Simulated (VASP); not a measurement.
Here is the system:

```yaml
crystal:
  lattice:
    - [3.82789, -2.21132, 0.00000]
    - [3.82789, 2.21132, 0.00000]
    - [-0.00721, 0.00000, 9.90160]
  atoms:
    - { symbol: Hg, position: [0.27822, 0.72178, 0.00000] }
    - { symbol: Hg, position: [0.00010, 0.27880, 0.66667] }
    - { symbol: Hg, position: [0.72120, 0.99990, 0.33333] }
    - { symbol: Se, position: [0.50604, 0.49396, 0.50000] }
    - { symbol: Se, position: [0.99979, 0.50637, 0.16665] }
    - { symbol: Se, position: [0.49363, 0.00021, 0.83335] }
```

Calculation: LDA (Ceperley-Alder, Perdew-Zunger), VASP's LDA PAW potentials (set 64) (plane waves; VASP). Numerical set-up: 300 eV cut-off, 4×4×2 Γ-centred mesh, Fermi-Dirac smearing of 0.050 eV, potentials Hg Se.

Unless said otherwise, spin-orbit coupling is left out, though it shifts the bands of the heavy elements here.

Q: Give the energies of bands 18 to 31 at the high-symmetry points, in eV from the valence-band maximum.

A: 
| band | Γ | C | Y2 | M2 | D | A | V2 |
|---|---|---|---|---|---|---|---|
| 18 | -5.96 | -5.86 | -5.65 | -5.92 | -5.92 | -5.96 | -5.65 |
| 19 | -4.23 | -4.24 | -4.58 | -4.68 | -4.24 | -4.39 | -4.58 |
| 20 | -4.23 | -4.06 | -4.34 | -4.16 | -4.13 | -3.30 | -4.34 |
| 21 | -1.98 | -4.06 | -3.50 | -3.64 | -4.13 | -3.30 | -3.50 |
| 22 | -1.60 | -3.12 | -2.91 | -2.76 | -2.45 | -1.34 | -2.91 |
| 23 | -1.30 | -2.53 | -2.37 | -2.05 | -2.45 | -1.23 | -2.37 |
| 24 | -1.29 | -2.53 | -1.89 | -1.81 | -1.98 | -1.23 | -1.89 |
| 25 | -0.19 | -1.14 | -1.08 | -1.75 | -1.88 | -0.08 | -1.08 |
| 26 | -0.04 | -0.80 | -0.79 | -0.76 | -1.88 | -0.08 | -0.78 |
| 27 | -0.04 | -0.80 | -0.62 | -0.59 | -0.67 | 0.00 | -0.62 |
| 28 | 0.94 | 1.83 | 1.32 | 1.52 | 2.30 | 1.75 | 1.32 |
| 29 | 2.68 | 2.22 | 2.39 | 2.27 | 2.85 | 1.76 | 2.39 |
| 30 | 2.68 | 2.22 | 2.48 | 2.69 | 2.85 | 2.50 | 2.48 |
| 31 | 4.09 | 5.10 | 3.03 | 3.42 | 4.49 | 3.85 | 3.04 |

The gap is indirect, 0.94 eV, from the valence maximum at A to the conduction minimum at Γ.

The structure comes from a computed database's HgSe entry; how it stands against other phases isn't given here. The cell was not relaxed at this level.
